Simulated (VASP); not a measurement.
A convergence study with VASP on HgTe (zinc blende): one setting is varied, all else stays as given below, so the limit is that of these other settings.

```
CELL_PARAMETERS angstrom
      0.00000     3.23000     3.23000
      3.23000     0.00000     3.23000
      3.23000     3.23000     0.00000
ATOMIC_POSITIONS crystal
  Hg 0.00000 0.00000 0.00000
  Te 0.25000 0.25000 0.25000
```

Calculation: PBEsol GGA, VASP's PBE PAW potentials (set 64) (plane waves; VASP). The tightest run used: 550 eV cut-off, 12×12×12 Monkhorst-Pack mesh, Gaussian smearing of 0.050 eV, potentials Hg Te.

Question: The settings run are 1×1×1 mesh; 2×2×2 mesh; 3×3×3 mesh; 4×4×4 mesh; 5×5×5 mesh; 6×6×6 mesh; 7×7×7 mesh; 8×8×8 mesh; 9×9×9 mesh; 10×10×10 mesh; 11×11×11 mesh; 12×12×12 mesh. From which on does the energy per atom stay within 0.01 eV/atom of the tightest run?

Answer: From 6×6×6 mesh on: it is off by 0.0002 there and by no more than 0.01 in any finer run, while 5×5×5 mesh is off by 0.0174.
```tsv
setting	E (eV/atom)	pressure (GPa)	irreducible k-points	difference judged (eV/atom)
1×1×1 mesh	3.8346	52.70	1	6.0201
2×2×2 mesh	-2.1331	1.55	2	0.0524
3×3×3 mesh	-2.0193	2.58	4	0.1662
4×4×4 mesh	-2.1838	1.15	10	0.0017
5×5×5 mesh	-2.1681	1.32	10	0.0174
6×6×6 mesh	-2.1853	1.14	28	0.0002
7×7×7 mesh	-2.1824	1.18	20	0.0031
8×8×8 mesh	-2.1855	1.14	60	0.0000
9×9×9 mesh	-2.1848	1.15	35	0.0007
10×10×10 mesh	-2.1855	1.14	110	0.0000
11×11×11 mesh	-2.1853	1.14	56	0.0002
12×12×12 mesh	-2.1855	1.14	182	0.0000
```

Left out are rungs that failed or repeat a setting and relaxations that didn't move; long series are thinned to 24 rows.

The compound is HgTe in the zinc blende structure. The cell was not relaxed at this level.
